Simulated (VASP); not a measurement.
# OMgSH2 in VASP: further runs

The runs below take OMgSH2 through single point, atomic charges, electron localisation function, with PBE, PBE+TS, B3LYP+D4, BLYP+D4.

Program: VASP 6.6.1. These are calculated values, not measurements. Logs are shortened: lines on timing, memory, paths and dates and some standing lists are left out, and cuts for length are marked.

## 1. The structure

The cell holds a molecule in a box, 5 atoms: a = 13.000 Å, b = 13.000 Å, c = 11.000 Å, α = 90.00°, β = 90.00°, γ = 90.00°.

## 2. Single point, PBE (atoms moved at random, drawn with an rms of 0.05 Å)

File INCAR:

```
SYSTEM = MgH2SO
  PREC = Accurate
  ENCUT = 520
  EDIFF = 1E-6
  ISMEAR = 0
  SIGMA = 0.01
  LREAL = .False.
  LASPH = .True.
  NELM = 60
  ALGO = Fast
  ISIF = 2
  LWAVE = .False.
  LCHARG = .False.
  GGA = PE
  NBANDS = 16
```

File KPOINTS:

```
Automatic mesh
0
Gamma
  1 1 1
  0 0 0
```

File POSCAR:

```
MgH2SO
1.0
   13.0000000000      0.0000000000      0.0000000000
    0.0000000000     13.0000000000      0.0000000000
    0.0000000000      0.0000000000     11.0000000000
O Mg S H
1 1 1 2
Direct
    0.3900010000      0.4163470000      0.5568830000
    0.4705970000      0.5174510000      0.5023350000
    0.5705300000      0.6509630000      0.4467290000
    0.3554360000      0.3499430000      0.5629680000
    0.6436220000      0.6288450000      0.5137710000
```

Potentials or basis: VASP PAW PBE potentials, release 64 (O, Mg, S, H).

Launch:

```
cat potpaw_PBE.64/O/POTCAR potpaw_PBE.64/Mg/POTCAR potpaw_PBE.64/S/POTCAR potpaw_PBE.64/H/POTCAR > POTCAR
mpirun -np 1 vasp_gam > vasp.out
```

OUTCAR:

```text
SYSTEM = MgH2SO
   PREC = Accurate
   ENCUT = 520
   EDIFF = 1E-6
   ISMEAR = 0
   LREAL = .False.
   LASPH = .True.
   NELM = 60
   ISIF = 2
   GGA = PE

 ion  position               nearest neighbor table
   1  0.390  0.416  0.557-   4 0.98   2 1.78
   2  0.471  0.517  0.502-   1 1.78   3 2.25
   3  0.571  0.651  0.447-   5 1.24   2 2.25
   4  0.355  0.350  0.563-   1 0.98
   5  0.644  0.629  0.514-   3 1.24

  LATTYP: Found a simple tetragonal cell.
 ALAT       =    13.0000000000
 C/A-ratio  =     0.8461538462

  Lattice vectors:

 A1 = (  13.0000000000,   0.0000000000,   0.0000000000)
 A2 = (   0.0000000000,  13.0000000000,   0.0000000000)
 A3 = (   0.0000000000,   0.0000000000,  11.0000000000)

Analysis of symmetry for initial positions (statically):
=====================================================================
 Subroutine PRICEL returns:
 Original cell was already a primitive cell.

 Routine SETGRP: Setting up the symmetry group for a
 simple tetragonal supercell.

 Subroutine GETGRP returns: Found  1 space group operations
 (whereof  1 operations were pure point group operations)
 out of a pool of 16 trial point group operations.

The static configuration has the point symmetry C_1 .

Analysis of symmetry for dynamics (positions and initial velocities):
=====================================================================
 Subroutine PRICEL returns:
 Original cell was already a primitive cell.

 Routine SETGRP: Setting up the symmetry group for a
 simple tetragonal supercell.

 Subroutine GETGRP returns: Found  1 space group operations
 (whereof  1 operations were pure point group operations)
 out of a pool of 16 trial point group operations.

The dynamic configuration has the point symmetry C_1 .

 Subroutine INISYM returns: Found  1 space group operations
 (whereof  1 operations are pure point group operations),
 and found     1 'primitive' translations

----------------------------------------------------------------------------------------

                                     Primitive cell

  volume of cell :    1859.0000

  direct lattice vectors                    reciprocal lattice vectors
    13.000000000  0.000000000  0.000000000     0.076923077  0.000000000  0.000000000
     0.000000000 13.000000000  0.000000000     0.000000000  0.076923077  0.000000000
     0.000000000  0.000000000 11.000000000     0.000000000  0.000000000  0.090909091

  length of vectors
    13.000000000 13.000000000 11.000000000     0.076923077  0.076923077  0.090909091

  position of ions in fractional coordinates (direct lattice)
     0.390001000  0.416347000  0.556883000
     0.470597000  0.517451000  0.502335000
     0.570530000  0.650963000  0.446729000
     0.355436000  0.349943000  0.562968000
     0.643622000  0.628845000  0.513771000

  ion indices of the primitive-cell ions
   primitive index   ion index
                 1           1
                 2           2
                 3           3
                 4           4
                 5           5

----------------------------------------------------------------------------------------

 KPOINTS: Automatic mesh

Automatic generation of k-mesh.
 Grid dimensions read from file:
 generate k-points for:    1    1    1

 Generating k-lattice:

  Cartesian coordinates                     Fractional coordinates (reciprocal lattice)
     0.076923077  0.000000000  0.000000000     1.000000000  0.000000000  0.000000000
     0.000000000  0.076923077  0.000000000     0.000000000  1.000000000  0.000000000
     0.000000000  0.000000000  0.090909091     0.000000000  0.000000000  1.000000000

  Length of vectors
     0.076923077  0.076923077  0.090909091

  Shift w.r.t. Gamma in fractional coordinates (k-lattice)
     0.000000000  0.000000000  0.000000000

 Subroutine IBZKPT returns following result:
 ===========================================

 Found      1 irreducible k-points:

 Following reciprocal coordinates:
            Coordinates               Weight
  0.000000  0.000000  0.000000      1.000000
[... 28 lines left out ...]
   PSTRESS=    0.0 pullay stress
   NELECT =      16.0000    total number of electrons
   NUPDOWN=      -1.0000    fix difference up-down
   EMIN   =  10.00;   EMAX   =-10.00  energy-range for DOS
   EFERMI =   0.00;   METHOD = LEGACY
   ISMEAR =     0;   SIGMA  =   0.01  broadening in eV -4-tet -1-fermi 0-gaus
   EFERMI_NEDOS =   21; number of points for ismear=-14 and -15
   IALGO  =     68    algorithm
   IMIX   =      4    mixing-type and parameters
     AMIX     =   0.40;   BMIX     =  1.00
     AMIX_MAG =   1.60;   BMIX_MAG =  1.00
  volume/ion in A,a.u.               =     371.80      2509.03
  Fermi-wavevector in a.u.,A,eV,Ry     =   0.335497  0.633997  1.531446  0.112558
  Thomas-Fermi vector in A             =   1.235088
   LORBIT       =      0    0 simple, 1 ext, 2 COOP (PROOUT), +10 PAW based schemes
   GGA     = PE    functional components
   LHFCALC =     F    Hartree Fock is set to
   AEXX    =    0.0000 exact exchange contribution
   IVDW    =     0    specifies the selected vdW correction
   LEPSILON=     F    determine dielectric tensor
   LRPA    =     F    only Hartree local field effects (RPA)
 non-spin polarized calculation
 RMM-DIIS sequential band-by-band and
 Gauss-broadening in eV      SIGMA  =   0.01
  energy-cutoff  :      520.00
  volume of cell :     1859.00
 maximum number of plane-waves:     25047
 NGX is ok and might be reduce to    98
   NGX = 49   NGY = 49   NGZ = 41

 number of electron      16.0000005 magnetization

 Free energy of the ion-electron system (eV)
  ---------------------------------------------------
  ext. energy  EPLUGINS =         0.00000000
  ---------------------------------------------------
  free energy    TOTEN  =       -20.36439540 eV

  energy without entropy =      -20.36439540  energy(sigma->0) =      -20.36439540

 E-fermi :  -5.7624     XC(G=0):  -0.7502

 val. band max:       -5.8409310157   @ k =   0.0000   0.0000   0.0000
 cond. band min:      -1.8061695208   @ k =   0.0000   0.0000   0.0000
 fundamental gap:      4.0347614949
 Fermi energy:        -5.7623628706

 k-point     1 :       0.0000    0.0000    0.0000
  band No.  band energies     occupation
      1     -22.5003      2.00000
      2     -17.4823      2.00000
      3     -10.7983      2.00000
      4      -9.6197      2.00000
      5      -6.9141      2.00000
      6      -6.2575      2.00000
      7      -6.2128      2.00000
      8      -5.8409      2.00000
      9      -1.8062      0.00000
     10      -0.4531      0.00000
     11      -0.0777      0.00000
     12       0.0658      0.00000
     13       0.1486      0.00000
     14       0.7130      0.00000
     15       0.8237      0.00000
     16       0.8360      0.00000

------------------------ aborting loop because EDIFF is reached ----------------------------------------

  FORCE on cell =-STRESS in cart. coord.  units (eV):
  Direction    XX          YY          ZZ          XY          YZ          ZX
  --------------------------------------------------------------------------------------
  -------------------------------------------------------------------------------------
  Total        2.6490475     -0.0700431      1.6644041     -0.9561192     -0.7450198      2.0876454
  in kB        2.2830790     -0.0603666      1.4344651     -0.8240304     -0.6420946      1.7992351
  external PRESSURE =       1.2190592 kB  Pullay stress =       0.0000000 kB

 VOLUME and BASIS-vectors are now :
 -----------------------------------------------------------------------------
  energy-cutoff  :      520.00
  volume of cell :     1859.00
      direct lattice vectors                 reciprocal lattice vectors
    13.000000000  0.000000000  0.000000000     0.076923077  0.000000000  0.000000000
     0.000000000 13.000000000  0.000000000     0.000000000  0.076923077  0.000000000
     0.000000000  0.000000000 11.000000000     0.000000000  0.000000000  0.090909091

 POSITION                                       TOTAL-FORCE (eV/Angst)
 -----------------------------------------------------------------------------------
      5.07001      5.41251      6.12571        -0.288804     -0.542955      0.017535
      6.11776      6.72686      5.52569        -0.348492     -0.570185      0.253614
      7.41689      8.46252      4.91402        -2.656724      1.301691     -2.451090
      4.62067      4.54926      6.19265         0.412701      0.745275     -0.103624
      8.36709      8.17498      5.65148         2.881319     -0.933826      2.283565
 -----------------------------------------------------------------------------------
    total drift:                                0.000261     -0.000068     -0.000244

  FREE ENERGIE OF THE ION-ELECTRON SYSTEM (eV)
  ---------------------------------------------------
  free  energy   TOTEN  =       -20.3643953964 eV

  energy  without entropy=      -20.3643953964  energy(sigma->0) =      -20.36439540
```

Run time: 3.3 min. Hardware: 1 thread of Intel Xeon Platinum 8488C (Sapphire Rapids), shared host; peak memory 1.4 GiB.

What came out:

```
Free energy                     : -20.3644 eV
Largest force                   : 3.842 eV/Å
Gap between the frontier levels : 4.03 eV
```

Forces on the atoms (eV/Å):
```
O   -0.289 -0.543  0.018
Mg  -0.348 -0.570  0.254
S   -2.657  1.302 -2.451
H    0.413  0.745 -0.104
H    2.881 -0.934  2.284
```

Levels at points of the mesh, in eV from the valence-band top:
```tsv
k point	band 5	band 6	band 7	band 8	band 9	band 10	band 11	band 12
(0.00, 0.00, 0.00)	-1.07	-0.42	-0.37	0.00	4.03	5.39	5.76	5.91
```

## 3. Atomic charges, PBE+TS

File INCAR:

```
SYSTEM = MgH2SO
ALGO     = Fast           ! electronic algorithm
EDIFF    = 1E-7           ! SCF threshold, eV
ENCUT    = 520            ! plane-wave cutoff, eV
GGA      = PE             ! functional
ISIF     = 2              ! what is computed and relaxed
ISMEAR   = 0              ! smearing method
IVDW     = 2              ! dispersion correction
LASPH    = .True.         ! aspherical terms in the spheres
LCHARG   = .True.         ! write CHGCAR
LELF     = .True.         ! ELF
LORBIT   = 11             ! projections on sites
LREAL    = .False.        ! projectors in reciprocal space
LVACPOTAV= .True.       
LVHAR    = .True.       
LWAVE    = .False.        ! write WAVECAR
NELM     = 60             ! most SCF steps
PREC     = Accurate       ! precision mode
SIGMA    = 0.01           ! smearing width, eV
```

File KPOINTS:

```
k-points
0
Gamma
  1 1 1
  0 0 0
```

File POSCAR:

```
MgH2SO
1.0
   13.0000000000      0.0000000000      0.0000000000
    0.0000000000     13.0000000000      0.0000000000
    0.0000000000      0.0000000000     11.0000000000
O Mg S H
1 1 1 2
Direct
    0.3923538500      0.4148538500      0.5551227300
    0.4704846200      0.5164230800      0.5044409100
    0.5688461500      0.6519692300      0.4416954500
    0.3577076900      0.3512615400      0.5644863600
    0.6442923100      0.6297846200      0.5211500000
```

Potentials or basis: VASP PAW PBE potentials, release 64 (O, Mg, S, H).

Launch:

```
cat potpaw_PBE.64/O/POTCAR potpaw_PBE.64/Mg/POTCAR potpaw_PBE.64/S/POTCAR potpaw_PBE.64/H/POTCAR > POTCAR
mpirun -np 1 vasp_gam > vasp.out
```

Run time: 4.2 min. Hardware: 1 thread of Intel Xeon Platinum 8488C (Sapphire Rapids), shared host; peak memory 1.4 GiB.

Results (log left out):

| Item | Value |
| --- | --- |
| Free energy | -20.5886 eV |
| Largest force | 0.635 eV/Å |
| Gap between the frontier levels | 3.96 eV |
| Valence electrons inside the program's atomic spheres | O 5.16; Mg 0.40; S 3.77; H 0.78, 0.60 |
| Hirshfeld charges | O -0.47; Mg +0.63; S -0.29; H +0.12, +0.02 e |
| Dispersion energy per atom | -0.002 eV |

Forces on the atoms (eV/Å):
```
O    0.127  0.359  0.032
Mg   0.109  0.089 -0.042
S   -0.055  0.164 -0.171
H   -0.297 -0.559  0.061
H    0.116 -0.054  0.121
```

Levels at points of the mesh, in eV from the valence-band top:
```tsv
k point	band 6	band 7	band 8	band 9	band 10	band 11
(0.00, 0.00, 0.00)	-0.57	-0.55	0.00	3.96	5.34	5.64
```

## 4. Electron localisation function, PBE

File INCAR:

```
SYSTEM = MgH2SO
ALGO     = Fast           ! electronic algorithm
EDIFF    = 1E-7           ! SCF threshold, eV
ENCUT    = 520            ! plane-wave cutoff, eV
GGA      = PE             ! functional
ISIF     = 2              ! what is computed and relaxed
ISMEAR   = 0              ! smearing method
LASPH    = .TRUE.         ! aspherical terms in the spheres
LCHARG   = .TRUE.         ! write CHGCAR
LELF     = .TRUE.         ! ELF
LREAL    = .FALSE.        ! projectors in reciprocal space
LWAVE    = .FALSE.        ! write WAVECAR
NELM     = 100            ! most SCF steps
PREC     = Accurate       ! precision mode
SIGMA    = 0.01           ! smearing width, eV
```

File KPOINTS:

```
k-points
0
G
  1 1 1
  0 0 0
```

POSCAR is that of step 3.

Launch:

```
cat potpaw_PBE.64/O/POTCAR potpaw_PBE.64/Mg/POTCAR potpaw_PBE.64/S/POTCAR potpaw_PBE.64/H/POTCAR > POTCAR
mpirun -np 1 vasp_gam > vasp.out
```

Wall time 4 min (1 thread of Intel Xeon Platinum 8488C (Sapphire Rapids), shared host); peak memory 1.4 GiB.

Results (log left out):

* Free energy: -20.5770 eV
* Largest force: 0.630 eV/Å
* Gap between the frontier levels: 3.96 eV

Forces on the atoms (eV/Å):
```
O    0.122  0.353  0.034
Mg   0.111  0.088 -0.040
S   -0.051  0.170 -0.173
H   -0.294 -0.554  0.059
H    0.112 -0.056  0.120
```

Levels at points of the mesh, in eV from the valence-band top:
```csv
k point,band 5,band 6,band 7,band 8,band 9,band 10,band 11,band 12
"(0.00, 0.00, 0.00)",-1.11,-0.57,-0.55,0.00,3.96,5.34,5.64,5.72
```

## 5. Single point, B3LYP+D4

POSCAR is that of step 4.

File INCAR.step1:

```
PREC = Accurate
ENCUT = 520
EDIFF = 1E-5
ISMEAR = 0
SIGMA = 0.01
LREAL = False
LASPH = True
NELM = 60
ALGO = Normal
ISIF = 2
LWAVE = True
LCHARG = False
NBANDS = 16
GGA = PE
```

File INCAR.step2:

```
PREC = Accurate
ENCUT = 520
EDIFF = 1E-6
ISMEAR = 0
SIGMA = 0.01
LREAL = False
LASPH = True
NELM = 60
ALGO = Normal
ISIF = 2
LWAVE = False
LCHARG = False
GGA = B3
LHFCALC = True
AEXX = 0.2
AGGAX = 0.72
AGGAC = 0.81
ALDAC = 0.19
PRECFOCK = Fast
IVDW = 13
NBANDS = 16
ISTART = 1
```

File KPOINTS:

```
regular mesh
0
Gamma
  1 1 1
```

Launch:

```
cat potpaw_PBE.64/O/POTCAR potpaw_PBE.64/Mg/POTCAR potpaw_PBE.64/S/POTCAR potpaw_PBE.64/H/POTCAR > POTCAR
cp INCAR.step1 INCAR
mpirun -np 1 vasp_gam > vasp.out
cp INCAR.step2 INCAR
mpirun -np 1 vasp_gam > vasp.out
```

Wall time 9.6 min (1 thread of Intel Xeon Platinum 8488C (Sapphire Rapids), shared host); peak memory 1.4 GiB.

It converged, with:

```yaml
Free_energy: -24.9924 eV
Largest_force: 0.232 eV/Å
Gap_between_the_frontier_levels: 5.31 eV
Dispersion_energy_per_atom: -0.021 eV
```

Forces on the atoms (eV/Å):
```
O    0.057  0.142 -0.007
Mg   0.019  0.003 -0.003
S    0.116  0.036  0.040
H   -0.109 -0.202  0.034
H   -0.084  0.020 -0.064
```

Levels at points of the mesh, in eV from the valence-band top:
| k point | band 4 | band 5 | band 6 | band 7 | band 8 | band 9 | band 10 | band 11 | band 12 | band 13 |
| --- | --- | --- | --- | --- | --- | --- | --- | --- | --- | --- |
| (0.00, 0.00, 0.00) | -3.76 | -1.15 | -1.01 | -0.98 | 0.00 | 5.31 | 6.70 | 6.96 | 7.00 | 7.06 |

Caveat: the PAW data sets were made with another functional, which shifts forces and pressure a little.

## 6. Single point, BLYP+D4

File INCAR:

```
SYSTEM = MgH2SO
PREC     = Accurate       ! precision mode
ENCUT    = 520            ! plane-wave cutoff, eV
EDIFF    = 1E-7           ! SCF threshold, eV
ISMEAR   = 0              ! smearing method
SIGMA    = 0.01           ! smearing width, eV
LREAL    = .False.        ! projectors in reciprocal space
LASPH    = .True.         ! aspherical terms in the spheres
NELM     = 60             ! most SCF steps
ALGO     = Fast           ! electronic algorithm
ISIF     = 2              ! what is computed and relaxed
LWAVE    = .False.        ! write WAVECAR
LCHARG   = .True.         ! write CHGCAR
GGA      = B5             ! functional
ALDAX    = 1.0          
AGGAX    = 1.0          
AGGAC    = 1.0          
ALDAC    = 0.0          
IVDW     = 13             ! dispersion correction
VDW_S6   = 1.0          
VDW_S8   = 2.34076671   
VDW_A1   = 0.44488865   
VDW_A2   = 4.0933009    
LELF     = .True.         ! ELF
LVHAR    = .True.       
LVACPOTAV= .True.       
NBANDS   = 16             ! bands
```

File KPOINTS:

```
Automatic mesh
0
Gamma
  1 1 1
  0 0 0
```

File POSCAR:

```
MgH2SO
1.0
   13.0000000000      0.0000000000      0.0000000000
    0.0000000000     13.0000000000      0.0000000000
    0.0000000000      0.0000000000     11.0000000000
O Mg S H
1 1 1 2
Cartesian
    5.1006000500      5.3931000500      6.1063500300
    6.1163000600      6.7135000400      5.5488500100
    7.3949999500      8.4755999900      4.8586499500
    4.6501999700      4.5664000200      6.2093499600
    8.3758000300      8.1872000600      5.7326500000
```

Potentials or basis: VASP PAW PBE potentials, release 64 (O, Mg, S, H).

Launch:

```
cat potpaw_PBE.64/O/POTCAR potpaw_PBE.64/Mg/POTCAR potpaw_PBE.64/S/POTCAR potpaw_PBE.64/H/POTCAR > POTCAR
mpirun -np 1 vasp_gam > vasp.out
```

Wall time 11 min (1 thread of Intel Xeon Platinum 8488C (Sapphire Rapids), shared host); peak memory 1.4 GiB.

Results (log left out):

```yaml
Free_energy: -20.0469 eV
Largest_force: 0.692 eV/Å
Gap_between_the_frontier_levels: 3.81 eV
Dispersion_energy_per_atom: -0.027 eV
```

Forces in eV/Å, atoms in the order of the input:
```
O    0.101  0.328  0.047
Mg   0.114  0.101 -0.050
S    0.019  0.211 -0.163
H   -0.328 -0.605  0.073
H    0.095 -0.036  0.092
```

Levels at points of the mesh, in eV from the valence-band top:
```tsv
k point	band 5	band 6	band 7	band 8	band 9	band 10	band 11	band 12
(0.00, 0.00, 0.00)	-1.11	-0.66	-0.65	0.00	3.81	5.24	5.52	5.62
```

Caveat: the PAW data sets were made with another functional, which shifts forces and pressure a little. As with any semilocal functional, this BLYP gap is likely too small.

## 7. The reference run

An earlier run on the cell as given: functional PBE; potentials or basis VASP PAW PBE potentials, release 64 (O, Mg, S, H); cutoff 520 eV; k mesh 1 × 1 × 1; occupations gaussian, width 0.01 eV; no spin polarisation.

* Largest force: 0.630 eV/Å
* Gap between the frontier levels: 3.96 eV

## 8. The runs side by side

| task | level | cell | grid for exact exchange (PRECFOCK) | exchange at q = 0 | gap on the mesh (eV) | largest force (eV/Å) |
| --- | --- | --- | --- | --- | --- | --- |
| single point | PBE | atoms moved at random, drawn with an rms of 0.05 Å | - | - | 4.03 | 3.84 |
| atomic charges | PBE+TS | as given | - | - | 3.96 | 0.64 |
| electron localisation function | PBE | as given | - | - | 3.96 | 0.63 |
| single point | B3LYP+D4 | as given | Fast | default | 5.31 | 0.23 |
| single point | BLYP+D4 | as given | - | - | 3.81 | 0.69 |
| single point | PBE | as given | - | - | 3.96 | 0.63 |

Alike in all rows: potentials or basis VASP PAW PBE potentials, release 64 (O, Mg, S, H); no spin polarisation; k mesh 1 × 1 × 1; cutoff (eV) 520; smearing gaussian 0.01 eV.

On the cell as given the gap runs from 3.81 eV (BLYP+D4) to 5.31 eV (B3LYP+D4).

Caveats: the PAW data sets were made with another functional, which shifts forces and pressure a little (some runs).

Absolute energies hang on the potentials; compare differences alone.
